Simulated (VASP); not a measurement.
Set up this calculation in VASP 6.6.1, as the native input.

- Task: single point
- Functional: PBE
- Potentials or basis: VASP PAW PBE potentials, release 64 (P, Pt)
- Cutoff: 520 eV
- k mesh: 6 × 6 × 6
- Occupations: methfessel-paxton, width 0.1791 eV
- Spin: no spin polarisation
- Dipole correction: no
- Further INCAR settings: ALGO = Normal; EDIFF = 1e-06; NBANDS = 14

The structure of PPt lies in POSCAR:

```
PPt
1.0
    0.0000000000      2.5084963751      2.5084963751
    2.5084963751      0.0000000000      2.5084963751
    2.5084963751      2.5084963751      0.0000000000
P Pt
1 1
Direct
    0.0000000000      0.0000000000      0.0000000000
    0.5000000000      0.5000000000      0.5000000000
```

The cell was built by a generator and needn't be a form met in nature.

One way to write it, as run:

INCAR

```
PREC = Accurate
ENCUT = 520
EDIFF = 1E-6
ISMEAR = 1
SIGMA = 0.1791
LREAL = False
LASPH = True
NELM = 60
ALGO = Normal
ISIF = 2
LWAVE = False
LCHARG = True
GGA = PE
LELF = True
LVHAR = True
NBANDS = 14
```

KPOINTS

```
Automatic mesh
0
Gamma
  6 6 6
```

Potentials or basis: VASP PAW PBE potentials, release 64 (P, Pt).

Run with:

```sh
$ cat potpaw_PBE.64/P/POTCAR potpaw_PBE.64/Pt/POTCAR > POTCAR
$ mpirun -np 1 vasp_std > vasp.out
```

Results of the run:

The pressure is -0.2 GPa and the band gap on the k mesh is none (metal or under the smearing width).

Caveat: the k mesh is coarse (spacing up to 0.36 Å⁻¹), so the values aren't converged.

Wall time 15 s on 1 thread of Intel(R) Xeon(R) Platinum 8259CL CPU @ 2.50GHz (Skylake/Cascade Lake) (shared host), peak memory 0.15 GiB.
